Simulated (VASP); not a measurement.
Write the native input for VASP 6.6.1 that does the following.

```yaml
Task: single point
Functional: PBEsol
Potentials_or_basis: VASP PAW PBE potentials, release 64 (Sb, B, Bi_d)
Cutoff: 520 eV
k_mesh: 4 × 4 × 4
Occupations: gaussian, width 0.01 eV
Spin: no spin polarisation
Dipole_correction: no
Further_INCAR_settings: ALGO = Fast; EDIFF = 1e-06; NBANDS = 21
```

The structure of BiB2Sb lies in POSCAR:

```
BiB2Sb
1.0
    3.7932038829      0.0000000000      0.0000000000
    0.0000000000      3.7932038829      0.0000000000
    0.0000000000      0.0000000000      5.3645596203
Sb B Bi
1 2 1
Direct
    0.0000000000      0.0000000000      0.0000000000
    0.0000000000      0.5000000000      0.7618180387
    0.5000000000      0.0000000000      0.2381819613
    0.5000000000      0.5000000000      0.5000000000
```

The cell was built by a generator and needn't be a form met in nature.

The input as run:

INCAR

```
PREC = Accurate ; ENCUT = 520
EDIFF = 1E-6 ; ISMEAR = 0
SIGMA = 0.01 ; LREAL = False
LASPH = True ; NELM = 100
ALGO = Fast ; ISIF = 2
LWAVE = False ; LCHARG = False
GGA = PS ; NBANDS = 21
```

KPOINTS

```
Automatic mesh
0
Gamma
  4 4 4
```

Potentials or basis: VASP PAW PBE potentials, release 64 (Sb, B, Bi_d).

Run with:

```bash
$ cat potpaw_PBE.64/Sb/POTCAR potpaw_PBE.64/B/POTCAR potpaw_PBE.64/Bi_d/POTCAR > POTCAR
$ mpirun -np 1 vasp_std > vasp.out
```

Results of the run:

```
Pressure               : -1.3 GPa
Largest force          : 0.044 eV/Å
Band gap on the k mesh : 0.55 eV, indirect (least direct gap 0.78 eV)
```

Caveat: the PAW data sets were made with another functional, which shifts forces and pressure a little; spin-orbit coupling is left out, which as a rule narrows the gap of such compounds by several tenths of an eV.

It took 20 s on 1 thread of Intel(R) Xeon(R) Platinum 8488C (Sapphire Rapids), on a shared host, peak memory 0.18 GiB.
